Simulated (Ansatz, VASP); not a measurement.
## KBr in two plane-wave programs

Wanted: the spread between two codes on one cell, functional and k mesh. The cell is taken from a series of runs on this material, whose earlier steps may have relaxed, scaled, displaced or heated it; both programs get it as it stands.

Method: plane waves, with VASP 6.6.1 beside it; HSE06, in Ansatz 0.2.0.

## 1. The starting structure

Symmetry: Fm-3m, No. 225, cubic system. Conventional cell: a = 6.600 Å, b = 6.600 Å, c = 6.600 Å, α = 90.00°, β = 90.00°, γ = 90.00°. K has 6 Br at 3.30 Å nearest. Nearest to Br lie 6 K at 3.30 Å. Farther neighbours and most contacts between anions are not listed.

Coordinates:

```xyz
2
Lattice="0.0000 3.3000 3.3000 3.3000 0.0000 3.3000 3.3000 3.3000 0.0000" Properties=species:S:1:pos:R:3 pbc="T T T"
K     0.0000    0.0000    0.0000
Br    3.3000    3.3000    3.3000
```

## 2. VASP: single point, HSE06

With cell and atoms fixed, the geometry can't cause a difference; cores, projectors, grids and the points listed under the comparison can.

Lines of VASP's logs that name or quote its potential files are left out, and so is its time.

The run reads the wave functions of an earlier VASP run, which isn't shown here.

INCAR

```
SYSTEM = KBr
PREC = Accurate
ENCUT = 400
EDIFF = 1E-06
NELM = 100
ISMEAR = 0
SIGMA = 0.01
LREAL = .FALSE.
ALGO = Normal
LHFCALC = .TRUE.
AEXX = 0.25
GGA = PE
HFSCREEN = 0.208
LASPH = .TRUE.
NBANDS = 14
PRECFOCK = Fast
LORBIT = 11
LWAVE = .FALSE.
LCHARG = .FALSE.
KPAR = 8
ISIF = 2
```

POSCAR

```
KBr
1.0
    0.0000000000      3.3000000000      3.3000000000
    3.3000000000      0.0000000000      3.3000000000
    3.3000000000      3.3000000000      0.0000000000
K Br
1 1
Direct
    0.0000000000      0.0000000000      0.0000000000
    0.5000000000      0.5000000000      0.5000000000
```

KPOINTS

```
Automatic mesh
0
Gamma
4 4 4
0 0 0
```

Potentials, in the order of the species: K_sv and Br (PBE family, release 64).

Started as:

```console
> mpirun -np 8 vasp_std
```

Numbers of over 12 decimals in the logs are rounded to 6 here.

Log:

```text
[banner, memory and clock lines left out]
running    8 mpi-ranks, on    1 nodes
 distrk:  each k-point on    1 cores,    8 groups
 distr:  one band on    1 cores,    1 groups

 POSCAR found type information on POSCAR K Br
 POSCAR found :  2 types and       2 ions
|                                                                             |
|           W    W    AA    RRRRR   N    N  II  N    N   GGGG   !!!           |
|           W    W   A  A   R    R  NN   N  II  NN   N  G    G  !!!           |
|           W    W  A    A  R    R  N N  N  II  N N  N  G       !!!           |
|           W WW W  AAAAAA  RRRRR   N  N N  II  N  N N  G  GGG   !            |
|           WW  WW  A    A  R   R   N   NN  II  N   NN  G    G                |
|           W    W  A    A  R    R  N    N  II  N    N   GGGG   !!!           |
|                                                                             |
|     For optimal performance we recommend to set                             |
|       NCORE = 2 up to number-of-cores-per-socket                            |
|     NCORE specifies how many cores store one orbital (NPAR=cpu/NCORE).      |
|     This setting can greatly improve the performance of VASP for DFT.       |
|     The default, NCORE=1 might be grossly inefficient on modern             |
|     multi-core architectures or massively parallel machines. Do your        |
|     Unfortunately you need to use the default for GW and RPA                |
|     calculations (for HF NCORE is supported but not extensively tested      |
|     yet).                                                                   |
|                                                                             |

 LDA part: xc-table for (Slater+PW92), standard interpolation
 found WAVECAR, reading the header
 POSCAR, INCAR and KPOINTS ok, starting setup
 FFT: planning ... GRIDC
 FFT: planning ... GRID_SOFT
 FFT: planning ... GRID
 reading WAVECAR
 the WAVECAR file was read successfully
 initial charge from wavefunction
 entering main loop
       N       E                     dE             d eps       ncg     rms          rms(c)
DAV:   1    -0.716670044339E+01   -0.71667E+01   -0.12654E-01   236   0.357E+00    0.116E+00
DAV:   2    -0.716813596779E+01   -0.14355E-02   -0.57855E-03   286   0.512E-01    0.705E-01
DAV:   3    -0.716779456967E+01    0.34140E-03   -0.43998E-04   292   0.176E-01    0.399E-01
DAV:   4    -0.716771166149E+01    0.82908E-04   -0.12917E-04   260   0.887E-02    0.225E-01
DAV:   5    -0.716769391023E+01    0.17751E-04   -0.30093E-05   340   0.387E-02    0.129E-01
DAV:   6    -0.716768815381E+01    0.57564E-05   -0.48967E-06   286   0.171E-02    0.754E-02
DAV:   7    -0.716768643200E+01    0.17218E-05   -0.19264E-06   278   0.108E-02    0.444E-02
DAV:   8    -0.716768611659E+01    0.31541E-06   -0.69626E-07   190   0.700E-03
   1 F= -.71676861E+01 E0= -.71676861E+01  d E =-.205369E-36
```

Parts of OUTCAR (step 2):

```text
ion  position               nearest neighbor table
   1  0.000  0.000  0.000-   2 3.30   2 3.30   2 3.30   2 3.30   2 3.30   2 3.30
   2  0.500  0.500  0.500-   1 3.30   1 3.30   1 3.30   1 3.30   1 3.30   1 3.30

  LATTYP: Found a face centered cubic cell.
 ALAT       =     6.6000000000

 Subroutine GETGRP returns: Found 48 space group operations
 (whereof 48 operations were pure point group operations)

The static configuration has the point symmetry O_h .

 Found      8 irreducible k-points:

   k-points           NKPTS =      8   k-points in BZ     NKDIM =     64   number of bands    NBANDS=     14

   dimension x,y,z NGX =    30 NGY =   30 NGZ =   30
   dimension x,y,z NGXF=    60 NGYF=   60 NGZF=   60

   ENCUT  =  400.0 eV  29.40 Ry    5.42 a.u.   7.61  7.61  7.61*2*pi/ulx,y,z

   NELECT =      16.0000    total number of electrons

 k-points in reciprocal lattice and weights: Automatic mesh
   0.00000000  0.00000000  0.00000000       0.016
   0.25000000  0.00000000  0.00000000       0.125
   0.50000000  0.00000000  0.00000000       0.062
   0.25000000  0.25000000  0.00000000       0.094
   0.50000000  0.25000000  0.00000000       0.375
  -0.25000000  0.25000000  0.00000000       0.188
   0.50000000  0.50000000  0.00000000       0.047
  -0.25000000  0.50000000  0.25000000       0.094

  exchange ACFDT corr.  =         0.00000000  see jH, gK, PRB 81, 115126

 average (electrostatic) potential at core
       1 -32.0465       2 -61.1878

 E-fermi :  -2.5253

 k-point     1 :       0.0000    0.0000    0.0000
  band No.  band energies     occupation
    ...
      4     -14.7005      2.00000
      5     -14.7005      2.00000
      6      -2.6126      2.00000
      7      -2.6126      2.00000
      8      -2.6126      2.00000
      9       2.9859      0.00000
     10       6.3556      0.00000
     11       6.3556      0.00000
     12       6.3556      0.00000
     13       7.3069      0.00000
    ...

 k-point     2 :       0.2500    0.0000    0.0000
  band No.  band energies     occupation
    ...
      4     -14.7023      2.00000
      5     -14.5641      2.00000
      6      -3.3011      2.00000
      7      -2.7903      2.00000
      8      -2.7903      2.00000
      9       4.2575      0.00000
     10       6.1688      0.00000
     11       7.1015      0.00000
     12       7.1015      0.00000
     13       8.1074      0.00000
    ...

 k-point     3 :       0.5000    0.0000    0.0000
  band No.  band energies     occupation
    ...
      4     -14.7041      2.00000
      5     -14.4407      2.00000
      6      -3.8443      2.00000
      7      -2.9559      2.00000
      8      -2.9559      2.00000
      9       5.1346      0.00000
     10       6.9795      0.00000
     11       8.7669      0.00000
     12       8.7669      0.00000
     13       8.7755      0.00000
    ...

  Total        0.2158617      0.2158617      0.2158617      0.0000000     -0.0000000      0.0000000
  in kB        4.8118756      4.8118756      4.8118756      0.0000000     -0.0000000      0.0000000
  external PRESSURE =       4.8118756 kB  Pullay stress =       0.0000000 kB

  energy-cutoff  :      400.00
  volume of cell :       71.87
      direct lattice vectors                 reciprocal lattice vectors
     0.000000000  3.300000000  3.300000000    -0.151515152  0.151515152  0.151515152
     3.300000000  0.000000000  3.300000000     0.151515152 -0.151515152  0.151515152
     3.300000000  3.300000000  0.000000000     0.151515152  0.151515152 -0.151515152

 POSITION                                       TOTAL-FORCE (eV/Angst)
 -----------------------------------------------------------------------------------
      0.00000      0.00000      0.00000         0.000000     -0.000000      0.000000
      3.30000      3.30000      3.30000        -0.000000      0.000000     -0.000000
 -----------------------------------------------------------------------------------
    total drift:                                0.000000      0.000000      0.000000

  FREE ENERGIE OF THE ION-ELECTRON SYSTEM (eV)
  ---------------------------------------------------
  free  energy   TOTEN  =        -7.1676861166 eV

  energy  without entropy=       -7.1676861166  energy(sigma->0) =       -7.16768612

 total charge
# of ion       s       p       d       tot
------------------------------------------
    1        1.958   5.623   0.019   7.600
    2        1.593   3.341   0.001   4.936
--------------------------------------------------
tot          3.551   8.964   0.020  12.536

[... 3 further parts left out ...]
```

The run ends at a pressure of 0.48 GPa.

## 3. Ansatz: single point, HSE06

Ansatz runs on its default PAW (the set named soft_2) files.

The same cell, functional and mesh now go to Ansatz, which takes its cutoff from its data sets.

input.yaml

```yaml
crystal:
  lattice:
    - [0.0, 3.3, 3.3]
    - [3.3, 0.0, 3.3]
    - [3.3, 3.3, 0.0]
  atoms:
    - { symbol: K, position: [0.0, 0.0, 0.0] }
    - { symbol: Br, position: [0.5, 0.5, 0.5] }
kpoints:
  mp_grid: { grid: [4, 4, 4] }
  band_path:
    path:
      - [0.0, 0.0, 0.0]
      - [0.5, 0.0, 0.5]
      - [0.625, 0.25, 0.625]
      - [0.375, 0.375, 0.75]
      - [0.5, 0.5, 0.5]
      - [0.5, 0.25, 0.75]
    npoints: 1
hamiltonian:
  xc: hse06
scf:
  occupations: { method: fixed }
  n_extra_bands: 4
output:
  eigenvalues: true
```

Started as:

```console
> ansatz run input.yaml --threads 3 --pin off --max-ram 92160MiB --backend cuda --events-out ev --progress --plain --runs-dir out --devices 1 --max-vram 13GiB
```

Log:

```text
scf.n_extra_bands = 4 over 8 filled bands (N_el = 16.0): the run solves 12 bands
GPUs: using 1 of 1 available (devices: 1).
Engine: ansatz 0.2.0, x86_64-unknown-linux-gnu
Pseudopotentials: kind: paw
Pseudopotential: K, paw, valence charge 9, recommended cutoff 420 eV (normal), K.paw.azcp
Pseudopotential: Br, paw, valence charge 7, recommended cutoff 420 eV (normal), Br.paw.azcp
Functional definition: HSE06
  parameter a = 0.25
  parameter omega = 0.11/bohr
  exchange = pbe_x - a*pbe_x_sr(omega) + a*exact_x_sr(omega)
  correlation = pbe_c
davidson cushion auto → on  (no smearing: the cushion is to keep the highest requested band from converging to the state above it; pin scf.eigensolver.cushion to override)
device memory: the entry about to start is reckoned to put 0.9 GiB on a device that reports 70.5 GiB free (of which the cap on the GPU budget leaves the run 13.0 GiB)
GPU FFT provider: cuFFT
GPU libraries: cuBLAS 13.8.2, cuFFT 12.4.0, cuSOLVER 12.3.4
Crystal: 2 atoms, lattice volume = 71.874 Å³
Basis set: ecut = 420 eV, 1411 PW (Γ)
Bands: 12, of which v1, the nominal top of the filled ones, is band 8 counted from 1 (7 counted from 0)
Symmetry: 48 space group operations
Space group: Fm-3m (ITA 225), of the structure as read, at distance tolerance 4.2e-5 Å
k-points: 8 of 64
Non-local potential: K, projectors of the file, l = 0: 3, l = 1: 2, l = 2: 2
Non-local potential: Br, projectors of the file, l = 0: 2, l = 1: 2, l = 2: 2
PAW form: soft (Blöchl's): semilocal exchange-correlation on the pseudo side does not see the compensation charge
PAW frozen core: K, regenerated for the run's functional, and the local potential with it (the file was generated under x = pbe(κ = 0.804, μ = 0.219515), c = pbe(β = 0.066725))
PAW frozen core: Br, regenerated for the run's functional, and the local potential with it (the file was generated under x = pbe(κ = 0.804, μ = 0.219515), c = pbe(β = 0.066725))
PAW one-centre angular grid: K, 110 points (default); XC on 64 Gauss nodes
PAW one-centre angular grid: Br, 110 points (default); XC on 64 Gauss nodes
Initial density: superposition of atomic densities (neutral atoms: chi_scale 0, normalization atom), corrected by the library's trained network
Initial wavefunctions: pseudopotential atomic-orbital guess
GPU buffer pool allocated for 32768 grid points (all kernels)
GPU transforms: local potential and band sums: pruned to the plane-wave sphere, on 32×32×32
Functional: x = pbe(κ = 0.804, μ = 0.219515), c = pbe(β = 0.066725), warm-up for x = pbe(κ = 0.804, μ = 0.219515) + 0.25 (exact − pbe) at short range (hse, ω = 0.207870 Å⁻¹), c = pbe(β = 0.066725); HSE06 as pw.x's `hse` composes it (authors' and Libxc's form: `xc: wpbeh`)
SCF iter   1: F=—  HF=-4324.492050 eV  |F-HF|=—  |Δ(HF+E_count)|=         —  Δρ=1.26e-3  dr2=1.73e-3  ethr=1.77e-3  ⟨swp⟩=2.0  Hψ=768  notcnv=0
preconditioner: auto → none  [insulator: Δε(μ)=4.397 eV  Ē_g=14.791 eV  n_scr=14 (ndim 8)  ℏωp=16.4 eV  f_vac=0.056]
iter 2 solved again at ethr=1.33e-7 eV; its pass at ethr=1.08e-5 eV (dr2=2.13e-5 eV) is discarded
SCF iter   2: F=-4324.491440 eV  HF=-4324.491438 eV  |F-HF|=2.35e-6  |Δ(HF+E_count)|=   6.12e-4  Δρ=1.63e-4  dr2=2.05e-5  ethr=1.33e-7  ⟨swp⟩=4.8  Hψ=608  notcnv=0  defer=3
SCF 1 stopped early in 2 iterations: F = -4324.491440 eV  dr2 = 2.05e-5
  greatest PAW one-centre occupation: 0.987 electrons in one spin orbital (limit 2), on the K atom at site 0 (counted from 0), in its partial waves of l = 0
device memory: the entry about to start is reckoned to put 1.6 GiB on a device that reports 65.1 GiB free (of which the cap on the GPU budget leaves the run 13.0 GiB)
GPU FFT provider: cuFFT
GPU libraries: cuBLAS 13.8.2, cuFFT 12.4.0, cuSOLVER 12.3.4
Initial density: handed on by an earlier stage of this run
Initial wavefunctions: those handed on with the density
GPU buffer pool allocated for 32768 grid points (all kernels)
GPU transforms: local potential and band sums: pruned to the plane-wave sphere, on 32×32×32
Functional: x = pbe(κ = 0.804, μ = 0.219515) + 0.25 (exact − pbe) at short range (hse, ω = 0.207870 Å⁻¹), c = pbe(β = 0.066725); HSE06 as pw.x's `hse` composes it (authors' and Libxc's form: `xc: wpbeh`)
Exchange kernel: α = 0.2500, screened, ω = 0.2079 Å⁻¹, Wigner–Seitz truncation, v(0) = 1041.2071 eV·Å³, q-mesh 4×4×4, nearest image of the exchange supercell L = 18.67 Å, pair-density grid 18×18×18, without the augmentation charges, whose exchange is taken in its separable form by FFT convolution over the k-point mesh (sized by the pseudopotential files, 27×27×27 at the most), smooth part of the exact exchange by density-matrix convolution in up to 1.31 GiB of GPU memory as planned if the GPU has room (build and FFT work areas not counted)
Frozen-core exchange: fock
SCF iter   1: F=—  HF=-4327.403425 eV  |F-HF|=—  |Δ(HF+E_count)|=         —  Δρ=2.80e-3  dr2=4.80e-3  ethr=1.28e-6  ⟨swp⟩=9.1  Hψ=589  notcnv=0
preconditioner: auto → none  [insulator: Δε(μ)=5.615 eV  Ē_g=16.625 eV  n_scr=14 (ndim 8)  ℏωp=16.4 eV  f_vac=0.056]
SCF iter   2: F=—  HF=-4327.401926 eV  |F-HF|=—  |Δ(HF+E_count)|=   1.50e-3  Δρ=1.24e-3  dr2=7.34e-4  ethr=1.28e-6  ⟨swp⟩=4.9  Hψ=358  notcnv=0
SCF iter   3: F=—  HF=-4327.403534 eV  |F-HF|=—  |Δ(HF+E_count)|=   1.61e-3  Δρ=4.13e-4  dr2=1.57e-4  ethr=1.28e-6  ⟨swp⟩=5.0  Hψ=343  notcnv=0  defer=5
SCF iter   4: F=—  HF=-4327.403484 eV  |F-HF|=—  |Δ(HF+E_count)|=   4.95e-5  Δρ=3.18e-5  dr2=2.00e-6  ethr=9.40e-7  ⟨swp⟩=3.0  Hψ=262  notcnv=0
SCF iter   5: F=-4327.403501 eV  HF=-4327.403501 eV  |F-HF|=3.16e-7  |Δ(HF+E_count)|=   1.70e-5  Δρ=2.16e-5  dr2=7.06e-7  ethr=4.52e-9  ⟨swp⟩=5.8  Hψ=388  notcnv=0  defer=7
SCF 2 stopped early in 5 iterations: F = -4327.403501 eV  dr2 = 7.06e-7
  greatest PAW one-centre occupation: 0.989 electrons in one spin orbital (limit 2), on the K atom at site 0 (counted from 0), in its partial waves of l = 0
hybrid outer 1: dexx = +2.240e-3 eV, tail = 9.93e-6 eV
GPU FFT provider: cuFFT
GPU libraries: cuBLAS 13.8.2, cuFFT 12.4.0, cuSOLVER 12.3.4
GPU buffer pool allocated for 32768 grid points (all kernels)
GPU transforms: local potential and band sums: pruned to the plane-wave sphere, on 32×32×32
Exchange kernel: α = 0.2500, screened, ω = 0.2079 Å⁻¹, Wigner–Seitz truncation, v(0) = 1041.2071 eV·Å³, q-mesh 4×4×4, nearest image of the exchange supercell L = 18.67 Å, pair-density grid 18×18×18, without the augmentation charges, whose exchange is taken in its separable form by FFT convolution over the k-point mesh (sized by the pseudopotential files, 27×27×27 at the most), smooth part of the exact exchange by density-matrix convolution in up to 1.31 GiB of GPU memory as planned if the GPU has room (build and FFT work areas not counted)
Frozen-core exchange: fock
SCF iter   1: F=—  HF=-4327.403764 eV  |F-HF|=—  |Δ(HF+E_count)|=         —  Δρ=3.28e-5  dr2=2.36e-7  ethr=3.10e-7  ⟨swp⟩=3.4  Hψ=294  notcnv=0
preconditioner: auto → none  [insulator: Δε(μ)=5.603 eV  Ē_g=16.631 eV  n_scr=14 (ndim 8)  ℏωp=16.4 eV  f_vac=0.078]
SCF iter   2: F=-4327.403764 eV  HF=-4327.403764 eV  |F-HF|=7.91e-9  |Δ(HF+E_count)|=   3.71e-8  Δρ=1.33e-5  dr2=3.24e-8  ethr=1.12e-9  ⟨swp⟩=4.4  Hψ=302  notcnv=0  defer=1
SCF 3 converged in 2 iterations: F = -4327.403764 eV  dr2 = 3.24e-8
hybrid outer 2: dexx = +1.443e-7 eV, tail = 7.67e-8 eV, Δε = 1.57e-3 eV (about 1.29e-4 eV left of the loop's levels)
the search or the solves at the SCF's close seem to have found levels that the self-consistency loop had missed (the run counts 2). By its estimate they hold under 1e-12 electrons; where the run keeps them, the occupations were computed again with them
device memory: the entry about to start is reckoned to put 0.3 GiB on a device that reports 63.7 GiB free (of which the cap on the GPU budget leaves the run 13.0 GiB)
NSCF: frozen V_eff on 6 k-points
hybrid SCF converged: 2 outer / 7 inner (+2 warm-up), last move |dexx| = 1.44e-7 eV, tail = 7.67e-8 eV
Stability not checked: this state was not tested for a lower state beside it, because the functional holds exact exchange (a hybrid, or Hartree-Fock), whose exchange loop this test does not read (fock_operator; see scf.lower_state_search)
Free energy (F): -4327.403765 eV
Frozen-core exchange: fock
Harris-Foulkes:  -4327.403765 eV  (|F-HF|=7.91e-9)
Internal energy: -4327.403765 eV  (E = F + TS)
E sigma→0 (E₀):  -4327.403765 eV
Fermi energy:    0.209230 eV
--- Per-component energies (eV) ---
  E_band       = -158.637862
  E_kinetic    = 388.284905
  E_local      = -838.058528  (includes V_loc(G=0)·N_el)
  E_nonlocal   = 82.537788
  E_hartree    = 272.040019
  E_xc         = -316.987755
  E_vxc        = -214.759143  (∫ρ·V_xc dr)
  E_exx        = -37.397594  (= α·E_x^exact, valence–valence)
  E_paw        = -3077.332404  (= ΣΔE_a)
  E_vpaw       = -45.928706  (= ΣTr[D̂ρ^β])
  E_aug_tail   = -0.000004  (compensation charges beyond the density's cutoff)
  E_ewald      = -799.985846
  E_core_change = -0.504345  (= ΣΔE_core)
  E_smearing   = -0.000000  (= −TS)
  E_closure    = 0.000000  (closes the sum)
  Σ components = -4327.403765   (vs F -4327.403765, Δ=0.00e0)
--- Band table (eV; the first three rows and the last of 8) ---
  k-point 0: bands = [... 4 lower, -11.8586, 0.2092, 0.2092, 0.2092, 5.8117, 9.1718, 9.1718, 9.1718]
  k-point 1: bands = [... 4 lower, -11.7213, -0.4803, 0.0302, 0.0302, 7.0824, 8.9845, 9.9174, 9.9174]
  k-point 2: bands = [... 4 lower, -11.5970, -1.0246, -0.1366, -0.1366, 7.9543, 9.7988, 11.5805, 11.5805]
  k-point 7: bands = [... 4 lower, -11.7583, -0.4135, -0.4135, -0.3523, 8.8556, 8.8556, 9.7999, 10.7334]
```

## 4. Comparison

Known differences besides the potentials themselves: exact exchange at q = 0 is treated differently, which shows on coarse meshes; VASP keeps PBE cores, Ansatz makes them for the functional; fixed occupations in Ansatz, narrow Gaussian smearing in VASP; the cutoff is 420 eV in Ansatz and 400 eV in VASP; VASP takes a coarser grid for exact exchange (PRECFOCK = Fast). Total energies have different zeros and are not compared.

The two programs side by side:

| quantity | Ansatz | VASP | difference |
| --- | --- | --- | --- |
| gap on the k mesh (eV) | 5.603 | 5.598 | +0.004 |

A gap on the mesh is an upper bound, since the band edges may lie between its points.

## 5. What came out

| Item | Value |
| --- | --- |
| difference in gap on the k mesh (single point, HSE06) | 0.0040 eV |

In words: The difference in gap on the k mesh is 0.0040 eV (single point, HSE06), within the 0.08 eV picked in this series as the mark of a large difference. How closely two codes agree says nothing of how well the functional describes the real material.

[Lines on the potential files, build, host, timing and source positions are cut from VASP's logs without a mark.]

[Logs are printed without paths, hosts, clocks, repeated set-up lines and the standing remarks that a program may print on its own settings, such as how far it seeks lower states.]

[Hosts, paths, dates, database ids (printed as entryN), source tags and the programs' standing remarks are cut or masked in the printed files.]
